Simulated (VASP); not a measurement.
NaF (rock salt), at 1.04 of the tabulated volume:

```
NaF
1.0
    0.00000     2.34546     2.34546
    2.34546     0.00000     2.34546
    2.34546     2.34546     0.00000
Na F
1 1
Cartesian
  0.00000   0.00000   0.00000
  2.34546   2.34546   2.34546
```

The lowest empty band near Γ, direction [100], from PBE with spin-orbit coupling in VASP (PAW); its two spin partners are averaged. The gap over the points computed is 6.09 eV, and the next band on that side lies 12.61 eV away at the edge.

Run with 520 eV cut-off, 11×11×11 Γ-centred mesh, Gaussian smearing of 0.050 eV, potentials Na_pv F.

```json
[
 {"distance from the edge in k (1/Å)": "0.025", "distance in energy (meV)": "4.3"},
 {"distance from the edge in k (1/Å)": "0.035", "distance in energy (meV)": "8.4"},
 {"distance from the edge in k (1/Å)": "0.050", "distance in energy (meV)": "17.0"},
 {"distance from the edge in k (1/Å)": "0.070", "distance in energy (meV)": "33.1"}
]
```

### Question
Fit E(1 + αE) = ħ²k²/2m* (ħ²/2m0 = 3.810 eV Å²) and predict the row at 0.095 1/Å.

### Answer
The rows don't resolve α, so a parabola serves: the electron mass is m* = 0.563 m0, and so 61.1 meV. The run gave 60.7 meV, -0.4 meV from the fit.

Left out are points under 3 meV from the edge, since the levels carry 0.1 meV, and points farther than half the way to the next band.

The compound is NaF in the rock salt structure. The cell was not relaxed at this level.
